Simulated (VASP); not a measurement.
Calculation: PBEsol GGA, VASP's PBE PAW potentials (set 64) (plane waves; VASP 6.6.1).

VASP input:

### KPOINTS
```
kpoints
0
G
6 6 6
```

### INCAR
```
SYSTEM = Bi2Te3
PREC = Accurate
ENCUT = 500
EDIFF = 1E-6
NELM = 100
ALGO = Normal
LREAL = .FALSE.
LASPH = .TRUE.
ISMEAR = 0
SIGMA = 0.05
GGA = PS
LMAXMIX = 4
LWAVE = .FALSE.
LCHARG = .FALSE.
IBRION = 2
ISIF = 3
NSW = 40
EDIFFG = -0.02
```

File POSCAR:
```
Bi2Te3
1
   10.1817647971    -2.1895798310    -0.0072097081
   10.1817647971     2.1895798310    -0.0072097081
    9.7135616468     0.0000000000     3.7562421055
Bi Te
2 3
Direct
  0.3997164444   0.3997164444   0.3997164444
  0.6002835556   0.6002835556   0.6002835556
  1.0000000000   1.0000000000   0.0000000000
  0.2099510010   0.2099510010   0.2099510010
  0.7900489990   0.7900489990   0.7900489990
```

POTCAR, in this order: Bi_d Te (PBE.64 set). Program: vasp_std.

Output

File OUTCAR:
```
 ion  position               nearest neighbor table
   1  0.400  0.400  0.400-   5 3.06   5 3.06   5 3.06   3 3.23   3 3.23   3 3.23
   2  0.600  0.600  0.600-   4 3.06   4 3.06   4 3.06   3 3.23   3 3.23   3 3.23
   3  0.000  0.000  0.000-   2 3.23   2 3.23   1 3.23   1 3.23   2 3.23   1 3.23
   4  0.210  0.210  0.210-   2 3.06   2 3.06   2 3.06   5 3.64   5 3.64   5 3.64
   5  0.790  0.790  0.790-   1 3.06   1 3.06   1 3.06   4 3.64   4 3.64   4 3.64
  LATTYP: Found a trigonal (rhomboedric) cell.
 ALAT       =    10.4145401339
 COS(alpha) =     0.9115960873
 Subroutine PRICEL returns:
 Original cell was already a primitive cell.
 Subroutine GETGRP returns: Found 12 space group operations
The static configuration has the point symmetry D_3d.
The dynamic configuration has the point symmetry D_3d.
 Subroutine INISYM returns: Found 12 space group operations
 Subroutine IBZKPT returns following result:
 Found     32 irreducible k-points:

 Following reciprocal coordinates:
            Coordinates               Weight
  0.000000  0.000000  0.000000      1.000000
  0.166667  0.000000  0.000000      6.000000
  0.333333 -0.000000 -0.000000      6.000000
  0.500000 -0.000000 -0.000000      3.000000
  0.166667  0.166667  0.000000      6.000000
  0.333333  0.166667 -0.000000     12.000000
  0.500000  0.166667  0.000000     12.000000
 -0.333333  0.166667  0.000000     12.000000
 -0.166667  0.166667  0.000000      6.000000
  0.333333  0.333333 -0.000000      6.000000
  0.500000  0.333333 -0.000000     12.000000
 -0.333333  0.333333  0.000000      6.000000
  0.500000  0.500000 -0.000000      3.000000
  0.166667  0.166667  0.166667      2.000000
  0.333333  0.166667  0.166667      6.000000
  0.500000  0.166667  0.166667      6.000000
 -0.333333  0.166667  0.166667      6.000000
 -0.166667  0.166667  0.166667      6.000000
  0.333333  0.333333  0.166667      6.000000
  0.500000  0.333333  0.166667     12.000000
 -0.333333  0.333333  0.166667     12.000000
 -0.166667  0.333333  0.166667     12.000000
  0.500000  0.500000  0.166667      6.000000
 -0.333333  0.500000  0.166667     12.000000
 -0.166667  0.500000  0.166667      6.000000
 -0.333333 -0.333333  0.166667      6.000000
  0.333333  0.333333  0.333333      2.000000
  0.500000  0.333333  0.333333      6.000000
 -0.333333  0.333333  0.333333      6.000000
  0.500000  0.500000  0.333333      6.000000
 -0.333333  0.500000  0.333333      6.000000
  0.500000  0.500000  0.500000      1.000000
   k-points           NKPTS =     32   k-points in BZ     NKDIM =     32   number of bands    NBANDS=     28
   number of dos      NEDOS =    301   number of ions     NIONS =      5
   total plane-waves  NPLWV = 512000
   dimension x,y,z NGX =    80 NGY =   80 NGZ =   80
   dimension x,y,z NGXF=   160 NGYF=  160 NGZF=  160
   ions per type =               2   3
   PREC   = accura    normal or accurate (medium, high low for compatibility)
   ISTART =      0    job   : 0-new  1-cont  2-samecut
   ICHARG =      2    charge: 1-file 2-atom 10-const
   ISPIN  =      1    spin polarized calculation?
   LNONCOLLINEAR =      F non collinear calculations
   LSORBIT =      F    spin-orbit coupling
   INIWAV =      1    electr: 0-lowe 1-rand  2-diag
   ENCUT  =  500.0 eV  36.75 Ry    6.06 a.u.  18.99 18.99 18.99*2*pi/ulx,y,z
   NELM   =    100;   NELMIN=  2; NELMDL= -5     # of ELM steps
   EDIFF  = 0.1E-05   stopping-criterion for ELM
   LREAL  =      F    real-space projection
   NLSPLINE    = F    spline interpolate recip. space projectors
   LMAXMIX     =    4 max onsite mixed and CHGCAR
   VOSKOWN=      0    Vosko Wilk Nusair interpolation
   EDIFFG = -.2E-01   stopping-criterion for IOM
   NSW    =     40    number of steps for IOM
   NBLOCK =      1;   KBLOCK =     40    inner block; outer block
...
```

### OSZICAR
```
       N       E                     dE             d eps       ncg     rms          rms(c)
DAV:   1     0.436364087213E+03    0.43636E+03   -0.21538E+04  1792   0.162E+03
DAV:   2     0.298548085729E+02   -0.40651E+03   -0.39648E+03  1904   0.412E+02
DAV:   3    -0.183272968286E+02   -0.48182E+02   -0.46226E+02  2340   0.151E+02
DAV:   4    -0.204554520190E+02   -0.21282E+01   -0.21092E+01  2040   0.323E+01
DAV:   5    -0.205622890959E+02   -0.10684E+00   -0.10670E+00  2648   0.748E+00    0.801E+00
DAV:   6    -0.202973616112E+02    0.26493E+00   -0.64116E-01  2060   0.521E+00    0.603E+00
DAV:   7    -0.202984053771E+02   -0.10438E-02   -0.28390E-01  2344   0.244E+00    0.982E-01
DAV:   8    -0.202965800210E+02    0.18254E-02   -0.30402E-02  1996   0.113E+00    0.578E-01
DAV:   9    -0.202959762392E+02    0.60378E-03   -0.69591E-03  2180   0.462E-01    0.323E-01
DAV:  10    -0.202961106564E+02   -0.13442E-03   -0.10075E-03  1972   0.183E-01    0.103E-01
DAV:  11    -0.202961219140E+02   -0.11258E-04   -0.12602E-04  2212   0.760E-02    0.364E-02
DAV:  12    -0.202961259107E+02   -0.39967E-05   -0.37175E-05  2168   0.281E-02    0.298E-02
DAV:  13    -0.202961236883E+02    0.22224E-05   -0.52495E-06  1924   0.122E-02    0.508E-03
DAV:  14    -0.202961237037E+02   -0.15425E-07   -0.22250E-06  1640   0.856E-03
   1 F= -.20296124E+02 E0= -.20296122E+02  d E =-.202961E+02
```

**OUTCAR**
```
------------------------ aborting loop because EDIFF is reached ----------------------------------------
  FORCE on cell =-STRESS in cart. coord.  units (eV):
  Direction    XX          YY          ZZ          XY          YZ          ZX
  --------------------------------------------------------------------------------------
  Total        0.0396683      0.0406854      0.0406696      0.0000000      0.0000000     -0.0001265
  in kB        0.3787844      0.3884961      0.3883459      0.0000000      0.0000000     -0.0012083
  external PRESSURE =       0.3852088 kB  Pullay stress =       0.0000000 kB
  volume of cell :      167.79
      direct lattice vectors                 reciprocal lattice vectors
    10.181764797 -2.189579831 -0.007209708     0.049017643 -0.228354314 -0.126758574
    10.181764797  2.189579831 -0.007209708     0.049017643  0.228354314 -0.126758574
     9.713561647  0.000000000  3.756242106     0.000188168  0.000000000  0.265736922
 POSITION                                       TOTAL-FORCE (eV/Angst)
 -----------------------------------------------------------------------------------
     12.02231      0.00000      1.49567         0.008249      0.000000      0.001026
     18.05478      0.00000      2.24615        -0.008249      0.000000     -0.001026
      0.00000      0.00000      0.00000        -0.000000      0.000000     -0.000000
      6.31472      0.00000      0.78560        -0.013584      0.000000     -0.001690
     23.76238      0.00000      2.95622         0.013584      0.000000      0.001690
 -----------------------------------------------------------------------------------
    total drift:                               -0.000000     -0.000000     -0.000000
  FREE ENERGIE OF THE ION-ELECTRON SYSTEM (eV)
  ---------------------------------------------------
  free  energy   TOTEN  =       -20.2961237037 eV

  energy  without entropy=      -20.2961206873  energy(sigma->0) =      -20.29612220

 reached required accuracy - stopping structural energy minimisation
```
(Selected blocks of OUTCAR.)

**OUTCAR**
```
 val. band max:        6.1695086511   @ k =   0.0000   0.0000   0.0000

 cond. band min:       6.3807246121   @ k =   0.0000   0.0000   0.0000


 Fermi energy:         6.2751165986

 k-point     1 :       0.0000    0.0000    0.0000
  band No.  band energies     occupation
      1     -16.9438      2.00000
      2     -16.9438      2.00000
      3     -16.9421      2.00000
      4     -16.9421      2.00000
      5     -16.9329      2.00000
      6     -16.9314      2.00000
      7     -16.9293      2.00000
      8     -16.9293      2.00000
      9     -16.9275      2.00000
     10     -16.9275      2.00000
     11      -7.2622      2.00000
     12      -6.5209      2.00000
     13      -5.2780      2.00000
     14      -2.7494      2.00000
     15      -2.2582      2.00000
     16       3.8358      2.00000
     17       4.0967      2.00000
     18       4.3906      2.00000
     19       4.3906      2.00000
     20       4.4463      2.00000
     21       4.4463      2.00000
     22       5.2840      2.00000
     23       5.2840      2.00000
     24       6.1695      1.99718
     25       6.3807      0.00282
     26       6.7961      0.00000
     27       6.7961      0.00000
     28       8.0868      0.00000

 k-point     2 :       0.1667    0.0000    0.0000
  band No.  band energies     occupation
      1     -16.9462      2.00000
      2     -16.9442      2.00000
      3     -16.9413      2.00000
      4     -16.9396      2.00000
      5     -16.9318      2.00000
      6     -16.9302      2.00000
      7     -16.9296      2.00000
      8     -16.9287      2.00000
      9     -16.9281      2.00000
     10     -16.9268      2.00000
     11      -7.0165      2.00000
     12      -6.3144      2.00000
     13      -5.1063      2.00000
     14      -2.9813      2.00000
     15      -2.4797      2.00000
     16       2.8526      2.00000
     17       2.9115      2.00000
     18       3.5609      2.00000
     19       3.6905      2.00000
     20       4.3621      2.00000
...
```

Without a dispersion term in the relaxation, distances and binding between the weakly bound layers, chains or molecules are unreliable, and so is what depends on them. Unless said otherwise, spin-orbit coupling is left out, though it shifts the bands of the heavy elements here.

The compound is Bi2Te3 in the tetradymite structure. It was relaxed first.
